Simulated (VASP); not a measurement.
A convergence study with VASP on Se (space group P3_121): one setting is varied, all else stays as given below, so the limit is that of these other settings. Each run relaxes cell and ions from the cell shown. The basis is that of the starting cell, so low cut-offs carry a Pulay error.

```
Se
1.0
    2.19156    -3.79589     0.00000
    2.19156     3.79589     0.00000
    0.00000     0.00000     4.96485
Se
3
Direct
  0.00000   0.22500   0.66667
  0.77500   0.77500   0.00000
  0.22500   0.00000   0.33333
```

These are LDA (Ceperley-Alder, Perdew-Zunger), VASP's LDA PAW potentials (set 64) (plane waves; VASP) values and carry that method's errors. The tightest run used: 600 eV cut-off, 7×7×5 Γ-centred mesh, Fermi-Dirac smearing of 0.010 eV, potentials Se.

Problem. The settings run are ENCUT = 150; ENCUT = 180; ENCUT = 210; ENCUT = 255; ENCUT = 300; ENCUT = 360; ENCUT = 450; ENCUT = 600. From which on does the relaxed volume stay within 0.05 Å³/atom of the tightest run?

Solution. From ENCUT = 255 on: it is off by 0.004 there and by no more than 0.05 in any finer run, while ENCUT = 210 is off by 0.153.
```csv
setting,relaxed volume (Å³/atom),E (eV/atom),plane waves,difference judged (Å³/atom)
ENCUT = 150,21.736,-4.2860,363,1.308
ENCUT = 180,22.440,-4.1952,461,0.605
ENCUT = 210,22.892,-4.1689,578,0.153
ENCUT = 255,23.040,-4.1596,781,0.004
ENCUT = 300,23.023,-4.1597,999,0.021
ENCUT = 360,23.032,-4.1602,1299,0.012
ENCUT = 450,23.038,-4.1595,1823,0.006
ENCUT = 600,23.044,-4.1595,2786,0.000
```

Left out are rungs that failed or repeat a setting and relaxations that didn't move; long series are thinned to 24 rows.

The structure is a typed Se crystal (space group no. 152).
